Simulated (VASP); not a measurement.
Consider the following.

```
CELL_PARAMETERS angstrom
      2.42483     1.39998     4.36555
     -2.42483     1.39998     4.36555
      0.00000    -2.79995     4.36555
ATOMIC_POSITIONS crystal
  Zn 0.50000 0.50000 0.50000
  Ni 0.00000 0.00000 0.00000
  F  0.76968 0.09740 0.36995
  F  0.23032 0.90260 0.63005
  F  0.36995 0.76968 0.09740
  F  0.63005 0.23032 0.90260
  F  0.09740 0.36995 0.76968
  F  0.90260 0.63005 0.23032
```

These are LDA (Ceperley-Alder, Perdew-Zunger), VASP's LDA PAW potentials (set 64) (plane waves; VASP 6.6.1) values and carry that method's errors. Numerical set-up: 400 eV cut-off, 6×6×6 Γ-centred mesh, Gaussian smearing of 0.010 eV, potentials Zn Ni F.

At this cut-off the stress carries a Pulay error, which pulls relaxed volumes low.

**Question.** What does the run give for the energy per atom (σ→0), pressure, band gap (on the k-mesh) with the smallest direct gap where there is one?

**Answer.** 
```
Property                                      Value
-----------------------------------  --------------
band gap (on the k-mesh)                    1.08 eV
smallest direct gap (on the k-mesh)         1.08 eV
energy per atom (σ→0)                -4.562 eV/atom
pressure                                 -17.67 GPa
```

The absolute energy has meaning only against runs of the same code, potentials and settings.

The structure comes from a computed database's ZnNiF6 entry (R-3); how it stands against other phases isn't given here. The cell was not relaxed at this level. The run is not spin-polarised, so no magnetic state was tried.
